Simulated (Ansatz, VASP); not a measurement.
**One calculation of NbHO2, two programs**

```xyz
4
Lattice="3.0066 0.0000 0.0000 -1.5033 2.6038 0.0000 0.0000 0.0000 30.4103" Properties=species:S:1:pos:R:3 pbc="T T T"
Nb    0.0000    1.7359    8.3247
H     0.0000    0.0000   10.7229
O     1.5033    0.8679    7.2203
O     0.0000    0.0000    9.7413
```

Change from the starting cell: species swapped into a sheet of the NiHO2 type.

Alike in both runs: functional PBE; k mesh 15 × 15 × 1; occupations gaussian, width 0.01 eV; no spin polarisation.

Ansatz relaxed the structure, and its values are those at the end. VASP's run is a single point on that final structure, the one shown.

```csv
,VASP,Ansatz
version,VASP 6.6.1,Ansatz 0.2.0
potentials or method,"VASP PAW PBE potentials, release 64 (Nb_sv, H, O)","scalar-relativistic, plane waves, PAW"
plane-wave cutoff (eV),520,420
valence electrons in the cell,26,26
```

|  | VASP | Ansatz | Ansatz less VASP |
| --- | --- | --- | --- |
| gap on the k mesh at the Fermi level (eV) | none | none | - |
| rms of the force components (eV/Å) | 0.040 | 0.002 | -0.0388 |

A gap of «none» marks a metal or a gap that the smearing closes. The functional is the same, so the differences come from potentials, cutoffs and numerics.
